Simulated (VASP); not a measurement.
Na:

```
Na
1.0
    -2.11750    2.11750    2.11750
     2.11750   -2.11750    2.11750
     2.11750    2.11750   -2.11750
Na
1
Cartesian
  0.0000 0.0000 0.0000
```

* Program: VASP 6.6.1
* Task: relaxation of cell and atoms
* Functional: LDA
* Potentials or basis: VASP PAW LDA potentials, release 64 (Na_pv)
* Cutoff: 600 eV
* k mesh: 14 × 14 × 14
* Occupations: gaussian, width 0.1 eV
* Spin: no spin polarisation

At the start: pressure -1.0 GPa; volume 37.98 Å³/atom.

Task: Where does the relaxation end?

Result: Over 3 steps the energy falls by 15.9 meV/atom and the volume is 33.20 Å³/atom (-12.6 %); space group Im-3m (No. 229, to 0.05 Å).

Step by step:
```tsv
step	energy change (eV)	largest force (eV/Å)	pressure (GPa)	volume (Å³)
1	0.0000	0.0000	-0.96	37.98
2	-0.0067	0.0000	-0.79	36.74
3	-0.0159	0.0000	0.00	33.20
```

Final structure:
```yaml
crystal:
  lattice:
    - [-2.02465, 2.02465, 2.02465]
    - [2.02465, -2.02465, 2.02465]
    - [2.02465, 2.02465, -2.02465]
  atoms:
    - { symbol: Na, position: [0.00000, 0.00000, 0.00000] }
```

Caveat: the volume moved by -13 % from the deposited cell, more than functionals usually miss.
